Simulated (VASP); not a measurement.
Computed with LDA (Ceperley-Alder, Perdew-Zunger), VASP's LDA PAW potentials (set 64) (plane waves; VASP).

A VASP calculation is set up with these files.

### KPOINTS
```
Automatic mesh
0
Gamma
7 7 7
0 0 0
```

### INCAR
```
SIGMA  =  0.01
NEDOS  =  1001
LREAL  =  F
NELM  =  100   ! most electronic steps
EDIFF  =  1E-7
CSHIFT  =  0.1
PREC  =  Accurate
LCHARG  =  F
LOPTICS  =  T
ISMEAR  =  0
LASPH  =  T   ! aspherical one-centre terms
ALGO  =  Normal   ! blocked Davidson
LWAVE  =  F
NBANDS  =  90
ENCUT  =  520   ! plane-wave cut-off (eV)
SYSTEM  =  Al2O3
```

**POSCAR**
```
Al2O3
1
    4.5159351616    -2.3667186635    -0.0004805300
    4.5159351616     2.3667186635    -0.0004805300
    3.2759973309     0.0000000000     3.9067721088
Al O
4 6
Direct
  0.8519816038   0.8519816038   0.8519816038
  0.3519816038   0.3519816038   0.3519816038
  0.1480183962   0.1480183962   0.1480183962
  0.6480183962   0.6480183962   0.6480183962
  0.4442415337   0.0557584663   0.7500000000
  0.0557584663   0.7500000000   0.4442415337
  0.5557584663   0.9442415337   0.2500000000
  0.2500000000   0.5557584663   0.9442415337
  0.9442415337   0.2500000000   0.5557584663
  0.7500000000   0.4442415337   0.0557584663
```

POTCAR, in this order: Al O (LDA.64 set). Program: vasp_std.

Task: What will the output report for the number of irreducible k-points (NKPTS), largest plane-wave count, number of space-group operations, FFT grid (NGX, NGY, NGZ)?

Result: 
```
Property                                       Value
--------------------------------------  ------------
number of irreducible k-points (NKPTS)            44
largest plane-wave count                        2273
number of space-group operations                  12
FFT grid (NGX, NGY, NGZ)                40 × 40 × 40
```

The compound is Al2O3 in the corundum structure. It was relaxed first.
